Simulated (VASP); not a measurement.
# Ruthenium: how cutoff and mesh change the relaxed cell

How far does the relaxed cell of Ruthenium depend on cutoff and k mesh? The starting structure is a measured crystal structure from the Crystallography Open Database. The first relaxation on each setting starts from this cell expanded by 3 % in volume.

Calculated with VASP 6.6.1; Kohn-Sham DFT with plane waves and PAW; PBEsol.

## 1. Starting point

The structure is hexagonal, space group P6_3/mmc (No. 194). Conventional cell: a = 2.706 Å, b = 2.706 Å, c = 4.282 Å, α = 90.00°, β = 90.00°, γ = 120.00°. Ru has 12 Ru at 2.65 to 2.71 Å nearest.

## 2. Reference relaxation

This run starts from the cell of an earlier relaxation, which isn't shown; the restart sets up the plane waves anew.

INCAR

```
SYSTEM = Ru
PREC = Accurate
ENCUT = 450
EDIFF = 1E-06
NELM = 100
ISMEAR = 1
SIGMA = 0.15
LREAL = .FALSE.
ALGO = Normal
GGA = PS
NBANDS = 20
LASPH = .TRUE.
LORBIT = 11
LWAVE = .FALSE.
LCHARG = .FALSE.
KPAR = 4
IBRION = 2
NSW = 50
ISIF = 3
EDIFFG = -0.006
```

POSCAR

```
Ru
1.0
    2.6887417407      0.0000000000      0.0000000000
   -1.3443708704      2.3285186517      0.0000000000
    0.0000000000      0.0000000000      4.2527722472
Ru
2
Direct
    0.6666666667      0.3333333333      0.7500000000
    0.3333333333      0.6666666667      0.2500000000
```

KPOINTS

```
Automatic mesh
0
Gamma
18 18 10
0 0 0
```

PAW data sets: Ru_pv (PBE family, release 64).

Launch:

```sh
$ mpirun -np 4 vasp_std
```

The program printed:

```text
[banner, memory and clock lines left out]
running    4 mpi-ranks, on    1 nodes
 distrk:  each k-point on    1 cores,    4 groups
 distr:  one band on    1 cores,    1 groups

 POSCAR found type information on POSCAR Ru
 POSCAR found :  1 types and       2 ions
|                                                                             |
|               ----> ADVICE to this user running VASP <----                  |
|                                                                             |
|     You enforced a specific xc type in the INCAR file but a different       |
|     [... a line on the potential file left out ...]
|     I HOPE YOU KNOW WHAT YOU ARE DOING!                                     |
|                                                                             |

 LDA part: xc-table for (Slater+PW92), standard interpolation
 POSCAR, INCAR and KPOINTS ok, starting setup
 FFT: planning ... GRIDC
 FFT: planning ... GRID_SOFT
 FFT: planning ... GRID
 WAVECAR not read
 entering main loop
       N       E                     dE             d eps       ncg     rms          rms(c)
DAV:   1     0.261761982818E+03    0.26176E+03   -0.16405E+04  8888   0.141E+03
DAV:   2    -0.165594943334E+02   -0.27832E+03   -0.27051E+03  9144   0.434E+02
DAV:   3    -0.218853223167E+02   -0.53258E+01   -0.52837E+01 10096   0.673E+01
DAV:   4    -0.219282711678E+02   -0.42949E-01   -0.42905E-01 11624   0.571E+00
DAV:   5    -0.219288998474E+02   -0.62868E-03   -0.62685E-03  9932   0.571E-01    0.202E+01
DAV:   6    -0.204390742387E+02    0.14898E+01   -0.34122E+00 10412   0.186E+01    0.528E+00
DAV:   7    -0.203504969295E+02    0.88577E-01   -0.61866E-01 10172   0.574E+00    0.993E-01
DAV:   8    -0.203421473771E+02    0.83496E-02   -0.23892E-02  9940   0.121E+00    0.424E-01
DAV:   9    -0.203405644130E+02    0.15830E-02   -0.25817E-03 10148   0.572E-01    0.442E-02
DAV:  10    -0.203405512149E+02    0.13198E-04   -0.17861E-04 10016   0.136E-01    0.254E-02
DAV:  11    -0.203405524444E+02   -0.12296E-05   -0.51863E-06 10296   0.217E-02    0.136E-03
DAV:  12    -0.203405525139E+02   -0.69503E-07   -0.25597E-07  6068   0.477E-03
   1 F= -.20340553E+02 E0= -.20340240E+02  d E =-.203406E+02
 curvature:   0.00 expect dE= 0.000E+00 dE for cont linesearch  0.000E+00
 trial: gam= 0.00000 g(F)=  0.449E-47 g(S)=  0.103E-04 ort = 0.000E+00 (trialstep = 0.100E+01)
 search vector abs. value=  0.103E-04
 bond charge predicted
       N       E                     dE             d eps       ncg     rms          rms(c)
DAV:   1    -0.203407210841E+02   -0.16864E-03   -0.46344E-03  9256   0.670E-01    0.109E-01
DAV:   2    -0.203405562620E+02    0.16482E-03   -0.40154E-04  9492   0.196E-01    0.235E-02
DAV:   3    -0.203405462668E+02    0.99952E-05   -0.35297E-05  9868   0.496E-02    0.111E-02
DAV:   4    -0.203405478233E+02   -0.15564E-05   -0.24889E-06  8316   0.132E-02    0.276E-03
DAV:   5    -0.203405481740E+02   -0.35077E-06   -0.40488E-07  5552   0.612E-03
   2 F= -.20340548E+02 E0= -.20340234E+02  d E =0.433990E-05
 trial-energy change:    0.000004  1 .order    0.000006   -0.000010    0.000022
 step:   0.3171(harm=  0.3171)  dis= 0.00000  next Energy=   -20.340554 (dE=-0.164E-05)
 bond charge predicted
       N       E                     dE             d eps       ncg     rms          rms(c)
DAV:   1    -0.203406355868E+02   -0.87764E-04   -0.21448E-03  9132   0.456E-01    0.740E-02
DAV:   2    -0.203405606398E+02    0.74947E-04   -0.18726E-04  9192   0.134E-01    0.160E-02
DAV:   3    -0.203405551418E+02    0.54980E-05   -0.16380E-05  9640   0.337E-02    0.761E-03
DAV:   4    -0.203405544778E+02    0.66405E-06   -0.11372E-06  5724   0.901E-03
   3 F= -.20340554E+02 E0= -.20340241E+02  d E =-.196384E-05
 curvature:  -0.16 expect dE=-0.103E-05 dE for cont linesearch -0.211E-06
 trial: gam= 0.00000 g(F)=  0.288E-46 g(S)=  0.649E-05 ort =-0.371E-05 (trialstep = 0.863E+00)
 search vector abs. value=  0.649E-05
 reached required accuracy - stopping structural energy minimisation
```

Run time: 36 s. Hardware: 4 MPI ranks of AMD EPYC 7R43, shared host; peak memory 0.62 GiB.

The logs omit lines about the potential files and the build; timing stands in the text.

Parts of OUTCAR (step 2):

```text
ion  position               nearest neighbor table
   1  0.667  0.333  0.750-   2 2.63   2 2.63   2 2.63   2 2.63   2 2.63   2 2.63
   2  0.333  0.667  0.250-   1 2.63   1 2.63   1 2.63   1 2.63   1 2.63   1 2.63

  LATTYP: Found a hexagonal cell.
 ALAT       =     2.6887417407
 C/A-ratio  =     1.5816960710

 Subroutine GETGRP returns: Found 24 space group operations
 (whereof 12 operations were pure point group operations)

The static configuration has the point symmetry D_3d.
 The point group associated with its full space group is D_6h.

 Found    222 irreducible k-points:

   k-points           NKPTS =    222   k-points in BZ     NKDIM =    222   number of bands    NBANDS=     20

   dimension x,y,z NGX =    20 NGY =   20 NGZ =   30
   dimension x,y,z NGXF=    40 NGYF=   40 NGZF=   60

   ENCUT  =  450.0 eV  33.07 Ry    5.75 a.u.   4.65  4.65  7.36*2*pi/ulx,y,z

   NELECT =      28.0000    total number of electrons

 k-points in reciprocal lattice and weights: Automatic mesh
   0.00000000  0.00000000  0.00000000       0.000
   0.05555556  0.00000000  0.00000000       0.002
   0.11111111  0.00000000  0.00000000       0.002
   0.16666667 -0.00000000  0.00000000       0.002
   0.22222222 -0.00000000  0.00000000       0.002
   0.27777778 -0.00000000  0.00000000       0.002
   0.33333333 -0.00000000  0.00000000       0.002
   0.38888889 -0.00000000  0.00000000       0.002
   0.44444444 -0.00000000  0.00000000       0.002
[...]
0.33333333  0.27777778  0.50000000       0.004
   0.33333333  0.33333333  0.50000000       0.001

 average (electrostatic) potential at core
       1 -66.7874       2 -66.7874

 E-fermi :  13.0562

 k-point     1 :       0.0000    0.0000    0.0000
  band No.  band energies     occupation
    ...
     11      10.5705      2.00000
     12      11.0910      2.00000
     13      11.0910      2.00000
     14      11.6297      2.00000
     15      11.6297      2.00000
     16      14.2960     -0.00000
     17      14.2960     -0.00000
     18      14.3299     -0.00000
     19      23.2865      0.00000
     20      23.3279      0.00000

 k-point     2 :       0.0556    0.0000    0.0000
  band No.  band energies     occupation
    ...
     11      10.7915      2.00000
     12      11.0377      2.00000
     13      11.1794      2.00000
     14      11.5134      2.00000
     15      11.5552      2.00000
     16      13.1763      0.01945
     17      14.3433     -0.00000
     18      15.6069     -0.00000
     19      23.2845      0.00000
     20      23.3277      0.00000

 k-point     3 :       0.1111    0.0000    0.0000
  band No.  band energies     occupation
    ...
     12      11.0832      2.00000
     13      11.1348      2.00000
     14      11.3566      2.00000
     15      11.4401      2.00000
     16      12.3520      2.00000
     17      14.4634     -0.00000
     18      16.9903      0.00000
     19      23.2766      0.00000
     20      23.3277      0.00000

  Total        0.0105543      0.0105543      0.0067933     -0.0000000      0.0000000     -0.0000000
  in kB        0.6352014      0.6352014      0.4088500     -0.0000000      0.0000000     -0.0000000
  external PRESSURE =       0.5597509 kB  Pullay stress =       0.0000000 kB

  energy-cutoff  :      450.00
  volume of cell :       26.62
      direct lattice vectors                 reciprocal lattice vectors
     2.688728652  0.000000000 -0.000000000     0.371922990  0.214729839  0.000000000
    -1.344364326  2.328507316 -0.000000000    -0.000000000  0.429459677  0.000000000
     0.000000000  0.000000000  4.252099217     0.000000000  0.000000000  0.235177955

 POSITION                                       TOTAL-FORCE (eV/Angst)
 -----------------------------------------------------------------------------------
      1.34436      0.77617      3.18907        -0.000000      0.000000      0.000000
     -0.00000      1.55234      1.06302         0.000000     -0.000000      0.000000
 -----------------------------------------------------------------------------------
    total drift:                                0.000000     -0.000000      0.000000

  FREE ENERGIE OF THE ION-ELECTRON SYSTEM (eV)
  ---------------------------------------------------
  free  energy   TOTEN  =       -20.3405544778 eV

  energy  without entropy=      -20.3396154924  energy(sigma->0) =      -20.34024148

 reached required accuracy - stopping structural energy minimisation

 total charge
# of ion       s       p       d       tot
------------------------------------------
    1        0.412   6.329   5.966  12.706
    2        0.412   6.329   5.966  12.706
--------------------------------------------------
tot          0.823  12.658  11.931  25.413

[... 3 further parts left out ...]
```

CONTCAR:

```
Ru
   1.00000000000000
     2.6887286517288902    0.0000000000000003   -0.0000000000000000
    -1.3443643259144447    2.3285073163185093   -0.0000000000000000
     0.0000000000000000    0.0000000000000000    4.2520992172230789
  Ru
     2
Direct
     0.6666666667000030    0.3333333332999970    0.7500000000000000
     0.3333333332999970    0.6666666667000030    0.2500000000000000
```

The PAW data sets were made with PBE, which is usual practice but a small mismatch for other functionals. The run keeps the 24 symmetry operations of its start, so it cannot find a distortion of lower symmetry.

The reference relaxation ends at 13.311 Å³ an atom.

## 3. Relaxation with a cutoff of 240 eV

Against step 2 the input has ENCUT = 240. This run starts from the cell of an earlier relaxation, which isn't shown; the restart sets up the plane waves anew.

INCAR: that of step 2 with these lines changed.

```diff
@@ -2,3 +2,3 @@
 PREC = Accurate
-ENCUT = 450
+ENCUT = 240
 EDIFF = 1E-06
```

POSCAR

```
Ru
1.0
    2.6731022931      0.0000000000      0.0000000000
   -1.3365511466      2.3149744928      0.0000000000
    0.0000000000      0.0000000000      4.2304287223
Ru
2
Direct
    0.6666666667      0.3333333333      0.7500000000
    0.3333333333      0.6666666667      0.2500000000
```

KPOINTS is that of step 2.

Launch:

```sh
$ mpirun -np 4 vasp_std
```

The program printed:

```text
[banner, memory and clock lines left out]
running    4 mpi-ranks, on    1 nodes
[...]
[... a notice as in an earlier step ...]

 LDA part: xc-table for (Slater+PW92), standard interpolation
 POSCAR, INCAR and KPOINTS ok, starting setup
[...]
entering main loop
       N       E                     dE             d eps       ncg     rms          rms(c)
DAV:   1     0.161038857179E+03    0.16104E+03   -0.11850E+04  9720   0.916E+02
DAV:   2    -0.189153721947E+02   -0.17995E+03   -0.17432E+03  9288   0.323E+02
DAV:   3    -0.218337990425E+02   -0.29184E+01   -0.29043E+01 10280   0.456E+01
DAV:   4    -0.218559953144E+02   -0.22196E-01   -0.22173E-01 10684   0.361E+00
[...]
DAV:  10    -0.202948079167E+02    0.44898E-04   -0.17981E-04  9972   0.128E-01    0.212E-02
DAV:  11    -0.202948143404E+02   -0.64237E-05   -0.16451E-06  8260   0.967E-03    0.188E-03
DAV:  12    -0.202948141361E+02    0.20425E-06   -0.10087E-07  6104   0.270E-03
   1 F= -.20294814E+02 E0= -.20294500E+02  d E =-.202948E+02
[... from here on, the cycles between the ionic steps are left out ...]
   2 F= -.20113370E+02 E0= -.20113073E+02  d E =0.181444E+00
   3 F= -.20302119E+02 E0= -.20301807E+02  d E =-.730530E-02
   4 F= -.20302126E+02 E0= -.20301814E+02  d E =-.731166E-02
   5 F= -.20302124E+02 E0= -.20301816E+02  d E =0.222853E-05
   6 F= -.20302132E+02 E0= -.20301822E+02  d E =-.643901E-05
[...]
reached required accuracy - stopping structural energy minimisation
```

Wall time 35 s (4 MPI ranks); peak memory 0.43 GiB; 2.3 min of CPU time.

Parts of OUTCAR (step 3):

```text
  Total        0.0000517      0.0000517      0.0004969     -0.0000000     -0.0000000      0.0000000
  in kB        0.0032090      0.0032090      0.0308157     -0.0000000     -0.0000000      0.0000000
  external PRESSURE =       0.0124113 kB  Pullay stress =       0.0000000 kB

 POSITION                                       TOTAL-FORCE (eV/Angst)
 -----------------------------------------------------------------------------------
      1.33047      0.76815      3.15957        -0.000000     -0.000000      0.000000
     -0.00000      1.53629      1.05319         0.000000      0.000000      0.000000
 -----------------------------------------------------------------------------------
    total drift:                               -0.000000      0.000000     -0.000000

  FREE ENERGIE OF THE ION-ELECTRON SYSTEM (eV)
  ---------------------------------------------------
  free  energy   TOTEN  =       -20.3021322371 eV

  energy  without entropy=      -20.3012020558  energy(sigma->0) =      -20.30182218

[... 2 parts as in an earlier step ...]

[... 2 further parts left out ...]
[key lines of the parts left out:]
E-fermi :  13.6273
```

With a cutoff of 240 eV the cell ends at 12.916 Å³ an atom, -2.96 % from the reference, and since the restart alone still moved it by -1.3 % it may not have settled.

## 4. Relaxation with a 10×10×6 mesh

Against step 2 the input has a 10×10×6 mesh. This run starts from the cell of an earlier relaxation, which isn't shown; the restart sets up the plane waves anew.

INCAR: that of step 3 with these lines changed.

```diff
@@ -2,3 +2,3 @@
 PREC = Accurate
-ENCUT = 240
+ENCUT = 450
 EDIFF = 1E-06
```

POSCAR

```
Ru
1.0
    2.6981501944      0.0000000000      0.0000000000
   -1.3490750972      2.3366666117      0.0000000000
    0.0000000000      0.0000000000      4.2271755866
Ru
2
Direct
    0.6666666667      0.3333333333      0.7500000000
    0.3333333333      0.6666666667      0.2500000000
```

KPOINTS

```
Automatic mesh
0
Gamma
10 10 6
0 0 0
```

Launch:

```sh
$ mpirun -np 4 vasp_std
```

The program printed:

```text
[... set-up lines as in an earlier step ...]
 entering main loop
       N       E                     dE             d eps       ncg     rms          rms(c)
DAV:   1     0.260447646075E+03    0.26045E+03   -0.16471E+04  2240   0.140E+03
DAV:   2    -0.165156274233E+02   -0.27696E+03   -0.26948E+03  2304   0.432E+02
DAV:   3    -0.218732164391E+02   -0.53576E+01   -0.53124E+01  2584   0.673E+01
DAV:   4    -0.219139265870E+02   -0.40710E-01   -0.40669E-01  2924   0.559E+00
[...]
DAV:  10    -0.203228746828E+02    0.45402E-05   -0.12303E-04  2504   0.112E-01    0.245E-02
DAV:  11    -0.203228763124E+02   -0.16295E-05   -0.43188E-06  2544   0.199E-02    0.156E-03
DAV:  12    -0.203228760560E+02    0.25634E-06   -0.10284E-07  1536   0.298E-03
   1 F= -.20322876E+02 E0= -.20323061E+02  d E =-.203229E+02
[...]
2 F= -.20322860E+02 E0= -.20323041E+02  d E =0.163817E-04
[...]
3 F= -.20322878E+02 E0= -.20323062E+02  d E =-.150257E-05
[...]
4 F= -.20322878E+02 E0= -.20323062E+02  d E =-.160310E-05
[...]
reached required accuracy - stopping structural energy minimisation
```

Elapsed: 20 s, on 4 MPI ranks; peak memory 0.41 GiB; 75 s of CPU time.

From OUTCAR (step 4):

```text
  Total       -0.0051139     -0.0051139     -0.0000727      0.0000000     -0.0000000     -0.0000000
  in kB       -0.3074779     -0.3074779     -0.0043716      0.0000000     -0.0000000     -0.0000000
  external PRESSURE =      -0.2064425 kB  Pullay stress =       0.0000000 kB

 POSITION                                       TOTAL-FORCE (eV/Angst)
 -----------------------------------------------------------------------------------
      1.34900      0.77885      3.17027         0.000000     -0.000000      0.000000
     -0.00000      1.55770      1.05676        -0.000000      0.000000      0.000000
 -----------------------------------------------------------------------------------
    total drift:                               -0.000000      0.000000     -0.000000

  FREE ENERGIE OF THE ION-ELECTRON SYSTEM (eV)
  ---------------------------------------------------
  free  energy   TOTEN  =       -20.3228776591 eV

  energy  without entropy=      -20.3234302799  energy(sigma->0) =      -20.32306187

[... 1 part as in an earlier step ...]

[... 3 further parts left out ...]
[key lines of the parts left out:]
E-fermi :  13.0759
```

With a 10×10×6 mesh the cell ends at 13.324 Å³ an atom, +0.10 % from the reference, a by +0.3 % and c by -0.6 %.

[end of part 1 of 2]

[Lines on the potential files, build, host, timing and source positions are cut from VASP's logs without a mark.]

[Logs are printed without paths, hosts, clocks, repeated set-up lines and the standing remarks that a program may print on its own settings, such as how far it seeks lower states.]

[Hosts, paths, dates, database ids (printed as entryN), source tags and the programs' standing remarks are cut or masked in the printed files.]
